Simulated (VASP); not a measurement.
Input for VASP

### POSCAR
```
CsSnI3
1
    5.6725010495    -0.0000000000     0.0000000000
   -0.0000000000     5.6725010495    -0.0000000000
   -0.0000000000    -0.0000000000     5.6725010495
Cs Sn I
1 1 3
Direct
  0.0000000000   0.0000000000   0.0000000000
  0.5000000000   0.5000000000   0.5000000000
  0.5000000000   0.0000000000   0.5000000000
  0.0000000000   0.5000000000   0.5000000000
  0.5000000000   0.5000000000   0.0000000000
```

**INCAR**
```
SYSTEM  =  CsSnI3
PREC  =  Accurate; ENCUT  =  500; LREAL  =  F
LASPH  =  T
EDIFF  =  1E-6; NELM  =  100; ALGO  =  Normal
LMAXMIX  =  4
ISMEAR  =  1; SIGMA  =  0.1
GGA  =  PE
IBRION  =  2; NSW  =  40; ISIF  =  3
EDIFFG  =  -0.02; PSTRESS  =  100
LWAVE  =  F; LCHARG  =  F
```

**KPOINTS**
```
kpoints
0
Gamma
  6 6 6
```

POTCAR, in this order: Cs_sv Sn_d I (PBE.64 set). Program: vasp_std.

Problem. Translate this PBE calculation to Ansatz.

Solution. One equivalent input (not run):
Ansatz 0.2 input:
```yaml
crystal:
  lattice:
    - [5.6725010, 0.0000000, 0.0000000]
    - [0.0000000, 5.6725010, 0.0000000]
    - [0.0000000, 0.0000000, 5.6725010]
  atoms:
    - { symbol: Cs, position: [0.0000000, 0.0000000, 0.0000000] }
    - { symbol: Sn, position: [0.5000000, 0.5000000, 0.5000000] }
    - { symbol: I, position: [0.5000000, 0.0000000, 0.5000000] }
    - { symbol: I, position: [0.0000000, 0.5000000, 0.5000000] }
    - { symbol: I, position: [0.5000000, 0.5000000, 0.0000000] }
kpoints:
  mp_grid: { grid: [6, 6, 6] }
hamiltonian:
  xc: pbe
  pseudopotentials: { kind: paw }
scf:
  occupations: { method: methfessel_paxton, width: 0.1 }
  max_iter: 100
relax:
  max_steps: 40
  f_tol: 0.02
  cell: { p_target: 10 }
output: { forces: true, stress: true, eigenvalues: true }
```
Limits of the translation: each code has its own PAW files, so the cut-off isn't converted (ENCUT is set for VASP's; basis.ecutwfc is left out, and Ansatz then takes the one that its files recommend); Ansatz stops its SCF on the density residual and VASP on the energy change (EDIFF).

The compound is CsSnI3 in the cubic perovskite structure, the ideal cubic form; the compound distorts at low or room temperature. This run relaxes it under an external pressure of 10 GPa. Symmetry was kept, so distortions that lower it aren't found.
